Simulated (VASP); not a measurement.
Level of theory: PBE GGA, VASP's PBE PAW potentials (set 64) (plane waves; VASP 6.6.1).

VASP ran on this input.

**INCAR**
```
SYSTEM = TiCo
PREC = Accurate; ENCUT = 480; LREAL = .FALSE.
LASPH = .TRUE.
EDIFF = 1E-7; NELM = 100; ALGO = Normal
LMAXMIX = 4
ISMEAR = 1; SIGMA = 0.1
GGA = PE
IBRION = 2; NSW = 40; ISIF = 3
EDIFFG = -0.01; PSTRESS = 150
LWAVE = .FALSE.; LCHARG = .FALSE.
```

### POSCAR
```
TiCo
1
    2.8975826965     0.0000000000     0.0000000000
   -0.0000000000     2.8975826965     0.0000000000
   -0.0000000000    -0.0000000000     2.8975826965
Ti Co
1 1
Direct
  0.0000000000   0.0000000000   0.0000000000
  0.5000000000   0.5000000000   0.5000000000
```

File KPOINTS:
```
Automatic mesh
0
Gamma
12 12 12
0 0 0
```

POTCAR, in this order: Ti_sv Co (PBE.64 set). Program: vasp_std.

What VASP printed:

**OSZICAR**
```
       N       E                     dE             d eps       ncg     rms          rms(c)
DAV:   1     0.146872766039E+03    0.14687E+03   -0.99472E+03  2368   0.182E+03
DAV:   2    -0.868856956756E+01   -0.15556E+03   -0.15285E+03  2382   0.404E+02
DAV:   3    -0.173426109527E+02   -0.86540E+01   -0.85725E+01  3556   0.106E+02
DAV:   4    -0.176460722680E+02   -0.30346E+00   -0.30224E+00  2956   0.160E+01
DAV:   5    -0.176562848262E+02   -0.10213E-01   -0.10212E-01  3372   0.275E+00    0.145E+01
DAV:   6    -0.161251131706E+02    0.15312E+01   -0.13169E+01  2588   0.564E+01    0.732E+00
DAV:   7    -0.176025980537E+02   -0.14775E+01   -0.23663E+01  3708   0.509E+01    0.194E+01
DAV:   8    -0.155371809158E+02    0.20654E+01   -0.12416E+01  3490   0.363E+01    0.181E+00
DAV:   9    -0.155699077590E+02   -0.32727E-01   -0.26897E-01  3294   0.541E+00    0.187E+00
DAV:  10    -0.155530900905E+02    0.16818E-01   -0.85221E-02  3528   0.378E+00    0.456E-01
DAV:  11    -0.155518669110E+02    0.12232E-02   -0.62518E-03  2924   0.947E-01    0.241E-01
DAV:  12    -0.155514182029E+02    0.44871E-03   -0.17374E-03  3732   0.379E-01    0.583E-02
DAV:  13    -0.155513935316E+02    0.24671E-04   -0.96006E-05  2694   0.110E-01    0.343E-02
DAV:  14    -0.155513861235E+02    0.74081E-05   -0.43575E-05  3376   0.673E-02    0.415E-03
DAV:  15    -0.155513858392E+02    0.28430E-06   -0.13090E-06  2696   0.154E-02    0.167E-03
DAV:  16    -0.155513858163E+02    0.22858E-07   -0.94620E-08  1506   0.459E-03
   1 F= -.13273729E+02 E0= -.13273342E+02  d E =-.132737E+02
       N       E                     dE             d eps       ncg     rms          rms(c)
DAV:   1    -0.155484981358E+02    0.28877E-02   -0.16059E-02  2544   0.204E+00    0.257E-01
DAV:   2    -0.155501877243E+02   -0.16896E-02   -0.20219E-02  3132   0.184E+00    0.554E-01
DAV:   3    -0.155477777896E+02    0.24099E-02   -0.15305E-02  3458   0.147E+00    0.899E-02
DAV:   4    -0.155477281311E+02    0.49659E-04   -0.27377E-04  3078   0.162E-01    0.372E-02
DAV:   5    -0.155477303829E+02   -0.22519E-05   -0.52043E-05  3164   0.482E-02    0.190E-02
DAV:   6    -0.155477372827E+02   -0.68997E-05   -0.13905E-05  3122   0.282E-02    0.164E-02
DAV:   7    -0.155477374996E+02   -0.21697E-06   -0.10178E-05  3526   0.326E-02    0.175E-03
DAV:   8    -0.155477375201E+02   -0.20441E-07   -0.25224E-07  2246   0.511E-03
   2 F= -.13273723E+02 E0= -.13273342E+02  d E =0.618442E-05
       N       E                     dE             d eps       ncg     rms          rms(c)
DAV:   1    -0.155501161887E+02   -0.23787E-02   -0.53909E-03  2550   0.118E+00    0.149E-01
DAV:   2    -0.155506819397E+02   -0.56575E-03   -0.67322E-03  3150   0.106E+00    0.322E-01
DAV:   3    -0.155498751370E+02    0.80680E-03   -0.51615E-03  3436   0.851E-01    0.522E-02
DAV:   4    -0.155498578159E+02    0.17321E-04   -0.92797E-05  3080   0.944E-02    0.221E-02
DAV:   5    -0.155498580122E+02   -0.19625E-06   -0.18184E-05  3180   0.289E-02    0.111E-02
DAV:   6    -0.155498600958E+02   -0.20836E-05   -0.43586E-06  3114   0.166E-02    0.990E-03
DAV:   7    -0.155498600272E+02    0.68643E-07   -0.37544E-06  3528   0.196E-02    0.103E-03
DAV:   8    -0.155498600337E+02   -0.65670E-08   -0.81767E-08  1290   0.310E-03
   3 F= -.13273738E+02 E0= -.13273354E+02  d E =-.865700E-05
```

### OUTCAR
```
------------------------ aborting loop because EDIFF is reached ----------------------------------------
  FORCE on cell =-STRESS in cart. coord.  units (eV):
  Direction    XX          YY          ZZ          XY          YZ          ZX
  --------------------------------------------------------------------------------------
  Total        2.2792933      2.2792933      2.2792933      0.0000000      0.0000000     -0.0000000
  in kB      150.2089993    150.2089993    150.2089993      0.0000000      0.0000000     -0.0000000
  external PRESSURE =       0.2089993 kB  Pullay stress =     150.0000000 kB
  volume of cell :       24.31
      direct lattice vectors                 reciprocal lattice vectors
     2.896931857  0.000000000 -0.000000000     0.345192793 -0.000000000  0.000000000
     0.000000000  2.896931857  0.000000000    -0.000000000  0.345192793 -0.000000000
    -0.000000000  0.000000000  2.896931857     0.000000000 -0.000000000  0.345192793
 POSITION                                       TOTAL-FORCE (eV/Angst)
 -----------------------------------------------------------------------------------
      0.00000      0.00000      0.00000         0.000000      0.000000      0.000000
      1.44847      1.44847      1.44847        -0.000000      0.000000      0.000000
 -----------------------------------------------------------------------------------
    total drift:                                0.000000      0.000000     -0.000000
  FREE ENERGIE OF THE ION-ELECTRON SYSTEM (eV)
  ---------------------------------------------------
  free  energy   TOTEN  =       -15.5498600337 eV

  energy  without entropy=      -15.5487065107  energy(sigma->0) =      -15.54947553
  enthalpy is  TOTEN    =       -13.2737381427 eV   P V=        2.2761218910

 reached required accuracy - stopping structural energy minimisation
```
(Selected blocks of OUTCAR.)

CONTCAR:
```
TiCo
   1.00000000000000
     2.8969318572550136    0.0000000000000000   -0.0000000000000000
     0.0000000000000000    2.8969318572550136    0.0000000000000000
    -0.0000000000000000    0.0000000000000000    2.8969318572550136
  Ti              Co
     1     1
Direct
     0.0000000000000000    0.0000000000000000    0.0000000000000000
     0.5000000000000000    0.5000000000000000    0.5000000000000000
```

The compound is TiCo in the CsCl type structure. This run relaxes it under an external pressure of 15 GPa. Symmetry was kept, so distortions that lower it aren't found. The run is not spin-polarised, so no magnetic state was tried. The electron count is odd and the run is not spin-polarised, which forces a metal.
